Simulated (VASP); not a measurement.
VASP runs on I (space group Cmce) share one base input (PBE GGA, plane waves, VASP's PBE PAW potentials (set 64)) and change the settings named in each case.

File KPOINTS:
```
K-points
0
gamma
 3 3 2
```

**POSCAR**
```
I
1
    2.3950000000    -3.6350000000     0.0000000000
    2.3950000000     3.6350000000     0.0000000000
    0.0000000000     0.0000000000     9.7900000000
I
4
Direct
  0.8460000000   0.8460000000   0.8830000000
  0.6540000000   0.6540000000   0.3830000000
  0.3460000000   0.3460000000   0.6170000000
  0.1540000000   0.1540000000   0.1170000000
```

**INCAR**
```
GGA  =  PE
LASPH  =  .TRUE.   ! aspherical one-centre terms
ALGO  =  Normal   ! blocked Davidson
SYSTEM  =  I
PREC  =  Accurate
LWAVE  =  .FALSE.
ENCUT  =  300   ! plane-wave cut-off (eV)
LREAL  =  .FALSE.
LMAXMIX  =  4
ISIF  =  2   ! forces and stress, cell fixed
NELM  =  100   ! most electronic steps
EDIFF  =  1E-6   ! SCF stop (eV)
LCHARG  =  .FALSE.
SIGMA  =  0.02   ! width (eV)
ISMEAR  =  -1   ! Fermi-Dirac
```

POTCAR, in this order: I (PBE.64 set). Program: vasp_std.

| change | E(σ→0) (eV/atom) | pressure (GPa) | largest force (eV/Å) |
|---|---|---|---|
| base run | -1.4884 | 0.99 | 0.475 |
| GGA removed, POTCAR I (LDA.64 set) | -1.9643 | -1.63 | 0.383 |
| GGA_COMPAT = .FALSE., LNONCOLLINEAR = .TRUE., LSORBIT = .TRUE., MAGMOM = 0.0 0.0 0.0 0.0 0.0 0.0 0.0 0.0 0.0 0.0 0.0 0.0, program vasp_ncl | -1.6433 | 1.30 | 0.614 |
| KPOINTS 6×6×3 Γ-centred mesh | -1.4864 | 1.01 | 0.465 |
 Energies of different potentials or functionals have different zeros. Unless said otherwise, spin-orbit coupling is left out, though it shifts the bands of the heavy elements here.

Left out are runs that ran out of time, are held back, or changed the cell or the kind of run, fixed moments of cells without a moment, rows past the twelfth, gaps on odd meshes, pressures of charged cells and columns that move by less than the noise.

The structure is a typed I crystal (Cmce). The cell was not relaxed at this level, forces remain on its atoms.
